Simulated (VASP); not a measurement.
# Ga3BiO4 (I-42m) in VASP: single point with r2SCAN

Aim: the single point of Ga3BiO4 with r2SCAN.

All numbers are computed with VASP 6.6.1; they aren't measurements. Logs are shortened: lines on timing, memory, paths and dates and some standing lists are left out, and cuts for length are marked.

## Step 1: The crystal as given

The structure is tetragonal, space group I-42m (No. 121). The conventional cell has a = 4.344 Å, b = 4.344 Å, c = 12.787 Å, α = 90.00°, β = 90.00°, γ = 90.00°. Ga (site symmetry -4) is surrounded by 4 O at 1.88 Å. Around Ga (site symmetry -42m) lie 4 O at 2.64 Å. Bi (site symmetry -42m) has 4 O at 2.59 Å as nearest neighbours. Around O (site symmetry m) lie 2 Ga at 1.88 Å.

The cell was built by a generator and needn't be a form met in nature.

## Step 2: Single point, r2SCAN

The input, INCAR:

```
SYSTEM = Ga3BiO4
ALGO     = Normal         ! electronic algorithm
EDIFF    = 1E-6           ! SCF threshold, eV
ENCUT    = 520            ! plane-wave cutoff, eV
ISIF     = 2              ! what is computed and relaxed
ISMEAR   = 0              ! smearing method
KPAR     = 8            
LASPH    = .True.         ! aspherical terms in the spheres
LCHARG   = .False.        ! write CHGCAR
LMIXTAU  = .True.       
LREAL    = .False.        ! projectors in reciprocal space
LWAVE    = .False.        ! write WAVECAR
METAGGA  = R2SCAN         ! meta-GGA
NBANDS   = 49             ! bands
NELM     = 150            ! most SCF steps
PREC     = Accurate       ! precision mode
SIGMA    = 0.1            ! smearing width, eV
```

The input, KPOINTS:

```
k-points
0
Gamma
  10 10 10
  0 0 0
```

The input, POSCAR:

```
Ga3BiO4
1.0
   -2.1721300000      2.1721300000      6.3933100000
    2.1721300000     -2.1721300000      6.3933100000
    2.1721300000      2.1721300000     -6.3933100000
Ga Bi O
3 1 4
Direct
    0.2500000000      0.7500000000      0.5000000000
    0.7500000000      0.2500000000      0.5000000000
    0.0000000000      0.0000000000      0.0000000000
    0.5000000000      0.5000000000      0.0000000000
    0.0906710000      0.0906710000      0.5125020000
    0.4218310000      0.9093290000      0.0000000000
    0.5781690000      0.5781690000      0.4874980000
    0.9093290000      0.4218310000      0.0000000000
```

Potentials or basis: VASP PAW PBE potentials, release 64 (Ga_d, Bi_d, O).

Started as:

```console
$ cat potpaw_PBE.64/Ga_d/POTCAR potpaw_PBE.64/Bi_d/POTCAR potpaw_PBE.64/O/POTCAR > POTCAR
$ mpirun -np 8 vasp_std > vasp.out
```

OUTCAR:

```text
SYSTEM = Ga3BiO4
   EDIFF = 1E-6
   ENCUT = 520
   ISIF = 2
   ISMEAR = 0
   LASPH = .True.
   LREAL = .False.
   METAGGA = R2SCAN
   NELM = 150
   PREC = Accurate

 ion  position               nearest neighbor table
   1  0.250  0.750  0.500-   5 1.88   6 1.88   7 1.88   8 1.88
   2  0.750  0.250  0.500-   5 1.88   7 1.88   8 1.88   6 1.88
   3  0.000  0.000  0.000-   4 3.07   4 3.07   4 3.07   4 3.07
   4  0.500  0.500  0.000-   5 2.59   6 2.59   8 2.59   7 2.59   3 3.07   3 3.07   3 3.07   3 3.07

   5  0.091  0.091  0.513-   1 1.88   2 1.88   4 2.59
   6  0.422  0.909  0.000-   2 1.88   1 1.88   4 2.59
   7  0.578  0.578  0.487-   1 1.88   2 1.88   4 2.59
   8  0.909  0.422  0.000-   1 1.88   2 1.88   4 2.59

  LATTYP: Found a body centered tetragonal cell.
 ALAT       =     4.3442600000
 C/A-ratio  =     2.9433367248

  Lattice vectors:

 A1 = (  -2.1721300000,   2.1721300000,   6.3933100000)
 A2 = (   2.1721300000,  -2.1721300000,   6.3933100000)
 A3 = (   2.1721300000,   2.1721300000,  -6.3933100000)

Analysis of symmetry for initial positions (statically):
=====================================================================
 Subroutine PRICEL returns:
 Original cell was already a primitive cell.

 Routine SETGRP: Setting up the symmetry group for a
 body centered tetragonal supercell.

 Subroutine GETGRP returns: Found  8 space group operations
 (whereof  8 operations were pure point group operations)
 out of a pool of 16 trial point group operations.

The static configuration has the point symmetry D_2d.

Analysis of symmetry for dynamics (positions and initial velocities):
=====================================================================
 Subroutine PRICEL returns:
 Original cell was already a primitive cell.

 Routine SETGRP: Setting up the symmetry group for a
 body centered tetragonal supercell.

 Subroutine GETGRP returns: Found  8 space group operations
 (whereof  8 operations were pure point group operations)
 out of a pool of 16 trial point group operations.

The dynamic configuration has the point symmetry D_2d.

 Subroutine INISYM returns: Found  8 space group operations
 (whereof  8 operations are pure point group operations),
 and found     1 'primitive' translations

----------------------------------------------------------------------------------------

                                     Primitive cell

  volume of cell :     120.6584

  direct lattice vectors                    reciprocal lattice vectors
    -2.172130000  2.172130000  6.393310000     0.000000000  0.230188801  0.078206750
     2.172130000 -2.172130000  6.393310000     0.230188801  0.000000000  0.078206750
     2.172130000  2.172130000 -6.393310000     0.230188801  0.230188801  0.000000000

  length of vectors
     7.093004316  7.093004316  7.093004316     0.243111456  0.243111456  0.325536124

  position of ions in fractional coordinates (direct lattice)
     0.250000000  0.750000000  0.500000000
     0.750000000  0.250000000  0.500000000
     0.000000000  0.000000000  0.000000000
     0.500000000  0.500000000  0.000000000
     0.090671000  0.090671000  0.512502000
     0.421831000  0.909329000  0.000000000
     0.578169000  0.578169000  0.487498000
     0.909329000  0.421831000  0.000000000

  ion indices of the primitive-cell ions
   primitive index   ion index
                 1           1
                 2           2
                 3           3
                 4           4
                 5           5
                 6           6
                 7           7
                 8           8

----------------------------------------------------------------------------------------

 KPOINTS: k-points

Automatic generation of k-mesh.
 Grid dimensions read from file:
 generate k-points for:   10   10   10

 Generating k-lattice:

  Cartesian coordinates                     Fractional coordinates (reciprocal lattice)
     0.000000000  0.023018880  0.007820675     0.100000000 -0.000000000  0.000000000
     0.023018880  0.000000000  0.007820675    -0.000000000  0.100000000  0.000000000
     0.023018880  0.023018880  0.000000000     0.000000000  0.000000000  0.100000000

  Length of vectors
     0.024311146  0.024311146  0.032553612

  Shift w.r.t. Gamma in fractional coordinates (k-lattice)
     0.000000000  0.000000000  0.000000000

 Subroutine IBZKPT returns following result:
 ===========================================

 Found    102 irreducible k-points:

 Following reciprocal coordinates:
            Coordinates               Weight
  0.000000  0.000000  0.000000      1.000000
  0.100000 -0.000000  0.000000      8.000000
  0.200000 -0.000000  0.000000      8.000000
  0.300000 -0.000000  0.000000      8.000000
  0.400000 -0.000000  0.000000      8.000000
  0.500000  0.000000  0.000000      4.000000
[... 16 lines left out ...]
  0.300000  0.300000  0.000000      8.000000
  0.400000  0.300000  0.000000     16.000000
 [... further k-points ...]
   k-points           NKPTS =    102   k-points in BZ     NKDIM =    102   number of bands    NBANDS=     49
   number of dos      NEDOS =    301   number of ions     NIONS =      8
   total plane-waves  NPLWV = 157464
   dimension x,y,z NGX =    54 NGY =   54 NGZ =   54
   dimension x,y,z NGXF=   108 NGYF=  108 NGZF=  108
   ions per type =               3   1   4
   NGX,Y,Z   is equivalent  to a cutoff of  12.66, 12.66, 12.66 a.u.
   NGXF,Y,Z  is equivalent  to a cutoff of  25.31, 25.31, 25.31 a.u.
 SYSTEM =  Ga3BiO4
   PREC   = accura    normal or accurate (medium, high low for compatibility)
   ISTART =      0    job   : 0-new  1-cont  2-samecut
   ICHARG =      2    charge: 1-file 2-atom 10-const
   ISPIN  =      1    spin polarized calculation?
   LNONCOLLINEAR =      F non collinear calculations
   LSORBIT =      F    spin-orbit coupling
   LASPH  =      T    aspherical Exc in radial PAW
   ENCUT  =  520.0 eV  38.22 Ry    6.18 a.u.  13.19 13.19 13.19*2*pi/ulx,y,z
   NELM   =    150;   NELMIN=  2; NELMDL= -5     # of ELM steps
   EDIFF  = 0.1E-05   stopping-criterion for ELM
   LREAL  =      F    real-space projection
   EDIFFG = 0.1E-04   stopping-criterion for IOM
   NSW    =      0    number of steps for IOM
   IBRION =     -1    ionic relax: 0-MD 1-quasi-New 2-CG
   NFREE  =      0    steps in history (QN), initial steepest desc. (CG)
   ISIF   =      2    stress and relaxation
   ISYM   =      2    0-nonsym 1-usesym 2-fastsym
   POTIM  = 0.5000    time-step for ionic-motion
   TEBEG  =    0.0;   TEEND  =   0.0 temperature during run
   PSTRESS=    0.0 pullay stress
   NELECT =      78.0000    total number of electrons
   NUPDOWN=      -1.0000    fix difference up-down
   EMIN   =  10.00;   EMAX   =-10.00  energy-range for DOS
   EFERMI =   0.00;   METHOD = LEGACY
   ISMEAR =     0;   SIGMA  =   0.10  broadening in eV -4-tet -1-fermi 0-gaus
   EFERMI_NEDOS =   21; number of points for ismear=-14 and -15
   IALGO  =     38    algorithm
   IMIX   =      4    mixing-type and parameters
     AMIX     =   0.40;   BMIX     =  1.00
     AMIX_MAG =   1.60;   BMIX_MAG =  1.00
  volume/ion in A,a.u.               =      15.08       101.78
  Fermi-wavevector in a.u.,A,eV,Ry     =   1.415535  2.674973 27.262524  2.003739
  Thomas-Fermi vector in A             =   2.536963
   LORBIT       =      0    0 simple, 1 ext, 2 COOP (PROOUT), +10 PAW based schemes
   METAGGA = R2SCAN    functional components
   LHFCALC =     F    Hartree Fock is set to
   AEXX    =    0.0000 exact exchange contribution
   IVDW    =     0    specifies the selected vdW correction
   LEPSILON=     F    determine dielectric tensor
   LRPA    =     F    only Hartree local field effects (RPA)
 non-spin polarized calculation
 Gauss-broadening in eV      SIGMA  =   0.10
  energy-cutoff  :      520.00
  volume of cell :      120.66
 maximum number of plane-waves:      3286
 NGX is ok and might be reduce to    54
   NGX = 27   NGY = 27   NGZ = 27

 number of electron      78.0000015 magnetization

 Free energy of the ion-electron system (eV)
  ---------------------------------------------------
  ext. energy  EPLUGINS =         0.00000000
  ---------------------------------------------------
  free energy    TOTEN  =      -127.60362315 eV

  energy without entropy =     -127.59903775  energy(sigma->0) =     -127.60133045

 E-fermi :   5.0279     XC(G=0): -11.3336

 val. band max:        4.9917541740   @ k =  -0.3000   0.5000   0.3000
 cond. band min:       5.0296876542   @ k =  -0.2000  -0.4000   0.2000
 fundamental gap:      0.0379334802
 Fermi energy:         5.0279051628

 k-point     1 :       0.0000    0.0000    0.0000
  band No.  band energies     occupation
      1     -18.9203      2.00000
      2     -18.8771      2.00000
      3     -18.8771      2.00000
      4     -18.7734      2.00000
      5     -18.7654      2.00000
      6     -15.6990      2.00000
[... 41 lines left out ...]
     48      12.0059      0.00000
     49      12.0095      0.00000

 k-point     2 :       0.1000   -0.0000    0.0000
  band No.  band energies     occupation
      1     -18.9196      2.00000
      2     -18.8777      2.00000
      3     -18.8771      2.00000
      4     -18.7738      2.00000
      5     -18.7642      2.00000
      6     -15.6745      2.00000
[... 41 lines left out ...]
     48      11.6746      0.00000
     49      11.7298      0.00000

 k-point     3 :       0.2000   -0.0000    0.0000
  band No.  band energies     occupation
      1     -18.9179      2.00000
      2     -18.8792      2.00000
      3     -18.8769      2.00000
      4     -18.7747      2.00000
      5     -18.7611      2.00000
      6     -15.6035      2.00000
[... 1081 lines left out ...]
     48      12.7455      0.00000
     49      13.3174      0.00000

 k-point    24 :       0.4000    0.3000    0.0000
  band No.  band energies     occupation
      1     -18.9109      2.00000
      2     -18.8822      2.00000
      3     -18.8804      2.00000
      4     -18.7828      2.00000
      5     -18.7461      2.00000
      6     -15.2322      2.00000
[... 41 lines left out ...]
     48      13.0182      0.00000
     49      13.2081      0.00000

 [... further k-points ...]

------------------------ aborting loop because EDIFF is reached ----------------------------------------

  FORCE on cell =-STRESS in cart. coord.  units (eV):
  Direction    XX          YY          ZZ          XY          YZ          ZX
  --------------------------------------------------------------------------------------
  -------------------------------------------------------------------------------------
  Total       -3.3129018     -3.3129018     -2.7994474      0.0000000      0.0000000      0.0000000
  in kB      -43.9907902    -43.9907902    -37.1728196      0.0000000      0.0000000      0.0000000
  external PRESSURE =     -41.7181334 kB  Pullay stress =       0.0000000 kB

 VOLUME and BASIS-vectors are now :
 -----------------------------------------------------------------------------
  energy-cutoff  :      520.00
  volume of cell :      120.66
      direct lattice vectors                 reciprocal lattice vectors
    -2.172130000  2.172130000  6.393310000     0.000000000  0.230188801  0.078206750
     2.172130000 -2.172130000  6.393310000     0.230188801  0.000000000  0.078206750
     2.172130000  2.172130000 -6.393310000     0.230188801  0.230188801  0.000000000

 POSITION                                       TOTAL-FORCE (eV/Angst)
 -----------------------------------------------------------------------------------
      2.17213      0.00000      3.19665         0.000000      0.000000      0.000000
      0.00000      2.17213      3.19665         0.000000     -0.000000     -0.000000
      0.00000      0.00000      0.00000         0.000000      0.000000      0.000000
      0.00000      0.00000      6.39331         0.000000      0.000000      0.000000
      1.11322      1.11322     -2.11721         0.013235      0.013235     -0.349413
      1.05891     -1.05891      8.51052        -0.013235      0.013235      0.349413
      1.05891      1.05891      4.27610        -0.013235     -0.013235     -0.349413
     -1.05891      1.05891      8.51052         0.013235     -0.013235      0.349413
 -----------------------------------------------------------------------------------
    total drift:                                0.000208      0.000208      0.000234

  FREE ENERGIE OF THE ION-ELECTRON SYSTEM (eV)
  ---------------------------------------------------
  free  energy   TOTEN  =      -127.6036231508 eV

  energy  without entropy=     -127.5990377537  energy(sigma->0) =     -127.60133045
```

It took 9.3 min on 8 MPI ranks of Intel Xeon 6975P-C (Granite Rapids), shared host; peak memory 0.8 GiB.

What came out:

```
Free energy            : -127.6036 eV
Pressure               : -4.2 GPa
Largest force          : 0.350 eV/Å
Band gap on the k mesh : none (metal or under the smearing width)
```

Forces on the atoms (eV/Å):
```
Ga   0.000  0.000  0.000
Ga   0.000  0.000  0.000
Ga   0.000  0.000  0.000
Bi   0.000  0.000  0.000
O    0.013  0.013 -0.349
O   -0.013  0.013  0.349
O   -0.013 -0.013 -0.349
O    0.013 -0.013  0.349
```

Caveat: the PAW data sets were made with another functional, which shifts forces and pressure a little; spin-orbit coupling is left out, which moves the levels of the heavy elements.
